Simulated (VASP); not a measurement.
All values below come from optB86b-vdW, VASP's PBE PAW potentials (set 64) (plane waves; VASP).

The input files of a VASP run:

INCAR:
```
SYSTEM = Tc
PREC = Accurate
ENCUT = 520
EDIFF = 1E-7
NELM = 100
ALGO = Normal
LREAL = .FALSE.
LASPH = .TRUE.
ISMEAR = 1
SIGMA = 0.1
GGA = MK
PARAM1 = 0.1234
PARAM2 = 1.0
LUSE_VDW = .TRUE.
AGGAC = 0.0
LMAXMIX = 4
LWAVE = .FALSE.
LCHARG = .FALSE.
ISIF = 4
IBRION = 2
NSW = 30
EDIFFG = -0.01
```

KPOINTS:
```
Automatic mesh
0
Gamma
15 15 8
0 0 0
```

File POSCAR:
```
Tc
1
    1.3948851980    -2.4160124332     0.0000000000
    1.3948851980     2.4160124332     0.0000000000
    0.0000000000     0.0000000000     4.4644424979
Tc
2
Direct
  0.3333330000   0.6666670000   0.2500000000
  0.6666670000   0.3333330000   0.7500000000
```

POTCAR, in this order: Tc_pv (PBE.64 set). Program: vasp_std.

Output

**OUTCAR**
```
 ion  position               nearest neighbor table
   1  0.333  0.667  0.250-   2 2.75   2 2.75   2 2.75   2 2.75   2 2.75   2 2.75
   2  0.667  0.333  0.750-   1 2.75   1 2.75   1 2.75   1 2.75   1 2.75   1 2.75
  LATTYP: Found a hexagonal cell.
 ALAT       =     2.7897707420
 C/A-ratio  =     1.6002900994
 Subroutine PRICEL returns:
 Original cell was already a primitive cell.
 Subroutine GETGRP returns: Found 24 space group operations
The static configuration has the point symmetry D_3d.
 The point group associated with its full space group is D_6h.
The dynamic configuration has the point symmetry D_3d.
 Subroutine INISYM returns: Found 24 space group operations
 Subroutine IBZKPT returns following result:
 Found    135 irreducible k-points:

 Following reciprocal coordinates:
            Coordinates               Weight
  0.000000  0.000000  0.000000      1.000000
  0.066667  0.000000  0.000000      6.000000
  0.133333  0.000000  0.000000      6.000000
  0.200000  0.000000  0.000000      6.000000
  0.266667  0.000000  0.000000      6.000000
  0.333333  0.000000  0.000000      6.000000
  0.400000  0.000000  0.000000      6.000000
...
```

OSZICAR:
```
       N       E                     dE             d eps       ncg     rms          rms(c)
DAV:   1     0.317400283519E+03    0.31740E+03   -0.16840E+04  4622   0.160E+03
DAV:   2    -0.857061927576E+01   -0.32597E+03   -0.32292E+03  5034   0.453E+02
DAV:   3    -0.167279677565E+02   -0.81573E+01   -0.79798E+01  5641   0.817E+01
DAV:   4    -0.168028015733E+02   -0.74834E-01   -0.74572E-01  5117   0.778E+00
DAV:   5    -0.168033817142E+02   -0.58014E-03   -0.57990E-03  5255   0.679E-01    0.221E+01
DAV:   6    -0.154110081638E+02    0.13924E+01   -0.36888E+00  4913   0.184E+01    0.614E+00
DAV:   7    -0.152800675354E+02    0.13094E+00   -0.52936E-01  5279   0.621E+00    0.837E-01
DAV:   8    -0.152711208465E+02    0.89467E-02   -0.94885E-03  4731   0.105E+00    0.208E-01
DAV:   9    -0.152711579086E+02   -0.37062E-04   -0.45779E-04  5531   0.184E-01    0.221E-02
DAV:  10    -0.152711646523E+02   -0.67437E-05   -0.23075E-05  4851   0.400E-02    0.118E-02
DAV:  11    -0.152711644678E+02    0.18451E-06   -0.24018E-06  4831   0.159E-02    0.330E-03
DAV:  12    -0.152711639518E+02    0.51601E-06   -0.23679E-07  3987   0.396E-03    0.729E-04
DAV:  13    -0.152711639416E+02    0.10140E-07   -0.23769E-08  2322   0.120E-03
   1 F= -.15271164E+02 E0= -.15271614E+02  d E =-.152712E+02
       N       E                     dE             d eps       ncg     rms          rms(c)
DAV:   1    -0.152746756072E+02   -0.35117E-02   -0.15844E-01  4598   0.343E+00    0.337E-01
DAV:   2    -0.152718914810E+02    0.27841E-02   -0.47469E-03  5063   0.589E-01    0.144E-01
DAV:   3    -0.152712942235E+02    0.59726E-03   -0.21350E-03  5539   0.317E-01    0.193E-02
DAV:   4    -0.152712968514E+02   -0.26280E-05   -0.41532E-05  4658   0.671E-02    0.575E-03
DAV:   5    -0.152712965088E+02    0.34260E-06   -0.19373E-06  5159   0.892E-03    0.202E-03
DAV:   6    -0.152712965735E+02   -0.64701E-07   -0.15272E-07  2987   0.301E-03
   2 F= -.15271297E+02 E0= -.15271768E+02  d E =-.132632E-03
       N       E                     dE             d eps       ncg     rms          rms(c)
DAV:   1    -0.152716603014E+02   -0.36379E-03   -0.15447E-02  4598   0.107E+00    0.105E-01
DAV:   2    -0.152713899663E+02    0.27034E-03   -0.46252E-04  5015   0.182E-01    0.451E-02
DAV:   3    -0.152713307616E+02    0.59205E-04   -0.21449E-04  5523   0.997E-02    0.607E-03
DAV:   4    -0.152713310948E+02   -0.33326E-06   -0.44011E-06  4667   0.218E-02    0.195E-03
DAV:   5    -0.152713310322E+02    0.62659E-07   -0.23166E-07  3516   0.319E-03
   3 F= -.15271331E+02 E0= -.15271800E+02  d E =-.167091E-03
```

### OUTCAR
```
------------------------ aborting loop because EDIFF is reached ----------------------------------------
  FORCE on cell =-STRESS in cart. coord.  units (eV):
  Direction    XX          YY          ZZ          XY          YZ          ZX
  --------------------------------------------------------------------------------------
  Total       -3.0239552     -3.0239561     -3.0213255      0.0000000      0.0000000      0.0000000
  in kB     -161.0093432   -161.0093912   -160.8693224      0.0000000      0.0000000      0.0000000
  external PRESSURE =    -160.9626856 kB  Pullay stress =       0.0000000 kB
  volume of cell :       30.09
      direct lattice vectors                 reciprocal lattice vectors
     1.396228806 -2.418339592  0.000000000     0.358107495 -0.206753428 -0.000000000
     1.396228806  2.418339592 -0.000000000     0.358107495  0.206753428  0.000000000
     0.000000000 -0.000000000  4.455854329     0.000000000  0.000000000  0.224423854
 POSITION                                       TOTAL-FORCE (eV/Angst)
 -----------------------------------------------------------------------------------
      1.39623      0.80611      1.11396         0.000000     -0.000000      0.000000
      1.39623     -0.80611      3.34189        -0.000000      0.000000      0.000000
 -----------------------------------------------------------------------------------
    total drift:                                0.000031      0.000641     -0.000044
  FREE ENERGIE OF THE ION-ELECTRON SYSTEM (eV)
  ---------------------------------------------------
  free  energy   TOTEN  =       -15.2713310322 eV

  energy  without entropy=      -15.2727375306  energy(sigma->0) =      -15.27179986

 reached required accuracy - stopping structural energy minimisation
```
(Selected blocks of OUTCAR.)

**CONTCAR**
```
Tc
   1.00000000000000
     1.3962288061179144   -2.4183395917760468    0.0000000000000000
     1.3962288061179144    2.4183395917760468   -0.0000000000000000
     0.0000000000000000   -0.0000000000000000    4.4558543290214763
  Tc
     2
Direct
     0.3333330000000032    0.6666669999999968    0.2500000000000000
     0.6666669999999968    0.3333330000000032    0.7500000000000000
```

The compound is Tc in the hcp structure. This cell is one point of a volume scan, at 1.06 of the reference volume. Symmetry was kept, so distortions that lower it aren't found.
